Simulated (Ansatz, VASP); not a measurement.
# SnTe: VASP beside Ansatz, part 2 of 2

One calculation is typed for both programs; each brings its own data sets. How far apart do they land? The structure shown is the end of the Ansatz relaxation below.

VASP 6.6.1 and Ansatz 0.2.0.

So far. Step 3 (VASP: single point, PBEsol, pair 1): The run ends at a pressure of -2.30 GPa.

## Step 6: VASP: single point, PBEsol, pair 2

Level of this step: PBEsol; plane waves and PAW (Sn_d, Te) (VASP).

The same cell, functional, mesh and smearing now go to VASP, with its own data sets.

Contents of INCAR:

```
SYSTEM = SnTe
PREC = Accurate
ENCUT = 500
EDIFF = 1E-06
NELM = 120
ISMEAR = 0
SIGMA = 0.01
LREAL = .FALSE.
ALGO = Normal
GGA = PS
NBANDS = 16
LORBIT = 11
LWAVE = .FALSE.
LCHARG = .FALSE.
ISIF = 2
LASPH = .TRUE.
GGA_COMPAT = .FALSE.
KPAR = 2
```

Contents of POSCAR:

```
SnTe
1.0
    0.0000000000      3.2698962920      3.1388648637
    3.2698962920      0.0000000000      3.1388648637
    3.2698962920      3.2698962920      0.0000000000
Sn Te
1 1
Direct
    0.0000000000      0.0000000000      0.0000000000
    0.5000000000      0.5000000000      0.5000000000
```

Contents of KPOINTS:

```
Automatic mesh
0
Gamma
12 12 12
0 0 0
```

Potentials, in the order of the species: Sn_d and Te (PBE family, release 64).

The run is started by

```
$ mpirun -np 2 vasp_std
```

Numbers of over 12 decimals in the logs are rounded to 6 here.

The log of the run:

```text
[banner, memory and clock lines left out]
running    2 mpi-ranks, on    1 nodes
[...]
[... a notice as in an earlier step ...]

 LDA part: xc-table for (Slater+PW92), standard interpolation
 POSCAR, INCAR and KPOINTS ok, starting setup
[...]
entering main loop
       N       E                     dE             d eps       ncg     rms          rms(c)
DAV:   1     0.120853908219E+03    0.12085E+03   -0.94405E+03  5256   0.136E+03
DAV:   2     0.164577562458E+01   -0.11921E+03   -0.11671E+03  5704   0.339E+02
DAV:   3    -0.807707118975E+01   -0.97228E+01   -0.96858E+01  6704   0.869E+01
DAV:   4    -0.833475141210E+01   -0.25768E+00   -0.25763E+00  6392   0.155E+01
[...]
DAV:  10    -0.826569480060E+01    0.93436E-05   -0.73546E-05  6824   0.714E-02    0.255E-02
DAV:  11    -0.826569574601E+01   -0.94541E-06   -0.29364E-05  6904   0.418E-02    0.207E-02
DAV:  12    -0.826569574809E+01   -0.20805E-08   -0.19029E-06  5720   0.802E-03
   1 F= -.82656957E+01 E0= -.82656896E+01  d E =-.122729E-04
```

Parts of OUTCAR (step 6):

```text
  Total       -1.8019989     -1.8019989     -0.0061875      0.0000000     -0.0000000      0.0000000
  in kB      -43.0124839    -43.0124839     -0.1476916      0.0000000     -0.0000000      0.0000000
  external PRESSURE =     -28.7242198 kB  Pullay stress =       0.0000000 kB

 POSITION                                       TOTAL-FORCE (eV/Angst)
 -----------------------------------------------------------------------------------
      0.00000      0.00000      0.00000         0.000000      0.000000     -0.000000
      3.26990      3.26990      3.13886         0.000000      0.000000      0.000000
 -----------------------------------------------------------------------------------
    total drift:                               -0.000000      0.000000      0.000000

  FREE ENERGIE OF THE ION-ELECTRON SYSTEM (eV)
  ---------------------------------------------------
  free  energy   TOTEN  =        -8.2656957481 eV

  energy  without entropy=       -8.2656834752  energy(sigma->0) =       -8.26568961

[... 1 part as in an earlier step ...]

[... 2 further parts left out ...]
[key lines of the parts left out:]
E-fermi :   5.9204
```

The run ends at a pressure of -2.87 GPa.

## Step 7: Comparison

What differs besides the data sets and the points named for the pairs above, as far as they apply: the data sets hold 30 valence electrons in Ansatz (on its PAW soft_1 files) and 20 in VASP. Total energies have different zeros and are not compared.

Both answers:

| quantity | Ansatz | VASP | difference |
| --- | --- | --- | --- |
| pressure (GPa) | -2.85 | -2.87 | +0.03 |

## Step 8: Ansatz: relaxation, PBEsol

This run makes the geometry at which the two programs are then compared. The cell compared in this pair holds 61.56 Å³, against 67.12 Å³ for the pair before.

The structure compared here is the end of the Ansatz relaxation.

Contents of input.yaml:

```yaml
crystal:
  lattice:
    - [0.0209608737, 3.1336506132, 3.1336506132]
    - [3.1336506132, 0.0209608737, 3.1336506132]
    - [3.1336506132, 3.1336506132, 0.0209608737]
  atoms:
    - { symbol: Sn, position: [0.0, 0.0, 0.0] }
    - { symbol: Te, position: [0.5, 0.5, 0.5] }
  conventional_axes: [[-1, 1, 0], [0, -1, 1], [1, 1, 1]]
kpoints:
  mp_grid: { grid: [12, 12, 12] }
hamiltonian:
  xc: pbesol
  pseudopotentials: { kind: paw, azcp: { folder: soft_1 }, xc_functional: pbe }
scf:
  occupations: { method: gaussian, width: 0.01 }
output:
  forces: true
  stress: true
  eigenvalues: true
relax:
  adjacent_minimum: "off"
  f_tol: 0.001
  max_steps: 60
  cell: { stress_tol: 0.01, fix: [a, b, gamma] }
```

The run is started by

```
$ ansatz run input.yaml --threads 4 --pin off --max-ram 10240MiB --backend cpu --events-out ev --progress --plain --runs-dir out
```

The log of the run:

```text
[...]
Crystal: 2 atoms, lattice volume = 60.926 Å³
Basis set: ecut = 420 eV, 1243 PW (Γ), exchange–correlation on 60×60×60 points (8 copies of the dense FFT grid, shifted against one another)
Bands: 19, of which v1, the nominal top of the filled ones, is band 15 counted from 1 (14 counted from 0)
Symmetry: 12 space group operations
[...]
k-points: 189 of 1728
[...]
k-point 188: bands = [... 11 lower, 1.2940, 8.0356, 8.0356, 9.8493, 10.0475, 10.2242, 10.2242, 17.4404]
--- Relaxed structure (3 steps of the walk, 3 accepted, 1 SCFs on fresh bases) ---
[...]
cell:  # Å, volume = 61.5567 Å³
    - [0.042659, 3.155349, 3.155349]
    - [3.155349, 0.042659, 3.155349]
    - [3.155349, 3.155349, 0.042659]
  atoms:
    - { symbol: Sn, position: [0, 0, 0] }
    - { symbol: Te, position: [0.500000, 0.500000, 0.5] }
[key lines of the parts left out:]
SCF converged after 9 iterations
Free energy (F): -12852.004976 eV
Fermi energy:    9.867012 eV
P = ⅓ Tr σ = 0.4756 GPa (4.756 kbar)
```

## Step 9: VASP: single point, PBEsol, pair 3

The same cell, functional, mesh and smearing now go to VASP, with its own data sets.

INCAR is that of step 6.

Contents of POSCAR:

```
SnTe
1.0
    0.0426594745      3.1553492140      3.1553492140
    3.1553492140      0.0426594745      3.1553492140
    3.1553492140      3.1553492140      0.0426594745
Sn Te
1 1
Direct
    0.0000000000      0.0000000000      0.0000000000
    0.5000000000      0.5000000000      0.5000000000
```

KPOINTS is that of step 6.

The run is started by

```
$ mpirun -np 2 vasp_std
```

The log of the run:

```text
[... set-up lines as in an earlier step ...]
 entering main loop
       N       E                     dE             d eps       ncg     rms          rms(c)
DAV:   1     0.120904547440E+03    0.12090E+03   -0.94681E+03  6120   0.141E+03
DAV:   2     0.155810449359E+01   -0.11935E+03   -0.11686E+03  6592   0.342E+02
DAV:   3    -0.812604760767E+01   -0.96842E+01   -0.96414E+01  7728   0.865E+01
DAV:   4    -0.837812434134E+01   -0.25208E+00   -0.25204E+00  7256   0.153E+01
[...]
DAV:  10    -0.833622108242E+01    0.16155E-04   -0.58623E-05  8064   0.728E-02    0.209E-02
DAV:  11    -0.833622039156E+01    0.69086E-06   -0.23639E-05  8048   0.426E-02    0.201E-02
DAV:  12    -0.833622025246E+01    0.13911E-06   -0.18971E-06  6496   0.121E-02
   1 F= -.83362203E+01 E0= -.83362201E+01  d E =-.278701E-06
```

OUTCAR, selected parts (step 9):

```text
  Total        0.1772067      0.1772067      0.1772067     -0.0918522     -0.0918522     -0.0918522
  in kB        4.6122816      4.6122816      4.6122816     -2.3907017     -2.3907017     -2.3907017
  external PRESSURE =       4.6122816 kB  Pullay stress =       0.0000000 kB

 POSITION                                       TOTAL-FORCE (eV/Angst)
 -----------------------------------------------------------------------------------
      0.00000      0.00000      0.00000         0.000000      0.000000     -0.000000
      3.17668      3.17668      3.17668         0.000000     -0.000000      0.000000
 -----------------------------------------------------------------------------------
    total drift:                               -0.000000      0.000000      0.000000

  FREE ENERGIE OF THE ION-ELECTRON SYSTEM (eV)
  ---------------------------------------------------
  free  energy   TOTEN  =        -8.3362202525 eV

  energy  without entropy=       -8.3362199738  energy(sigma->0) =       -8.33622011

[... 3 further parts left out ...]
[key lines of the parts left out:]
E-fermi :   7.0782
```

The run ends at a pressure of 0.46 GPa.

## Step 10: Comparison

What differs besides the data sets and the points named for the pairs above, as far as they apply: the data sets hold 30 valence electrons in Ansatz (on its PAW soft_1 files) and 20 in VASP. Total energies have different zeros and are not compared.

Both answers:

| quantity | Ansatz | VASP | difference |
| --- | --- | --- | --- |
| pressure (GPa) | 0.48 | 0.46 | +0.01 |
| gap on the k mesh (eV) | 0.038 | 0.038 | 0.000 |

A gap on the mesh is an upper bound, since the band edges may lie between its points.

## Step 11: Results

```json
{
  "difference in gap on the k mesh (single point, PBEsol, pair 1)": "-0.0011 eV",
  "difference in pressure (single point, PBEsol, pair 2)": "0.026 GPa",
  "difference in gap on the k mesh (single point, PBEsol, pair 3)": "-3.2e-4 eV"
}
```

What this shows: The difference in pressure is 0.026 GPa (single point, PBEsol, pair 2), within the 1 GPa picked in this series as the mark of a large difference. The data sets hold unlike numbers of valence electrons (30 in Ansatz and 20 in VASP), so part of the differences comes from the potentials. 5 further runs of this series are not shown here. Such differences can come from data sets, numerical settings and the points named under the comparisons, not from the functional's error against experiment.

[Lines on the potential files, build, host, timing and source positions are cut from VASP's logs without a mark.]

[Logs are printed without paths, hosts, clocks, repeated set-up lines and the standing remarks that a program may print on its own settings, such as how far it seeks lower states.]

[Hosts, paths, dates, database ids (printed as entryN), source tags and the programs' standing remarks are cut or masked in the printed files.]
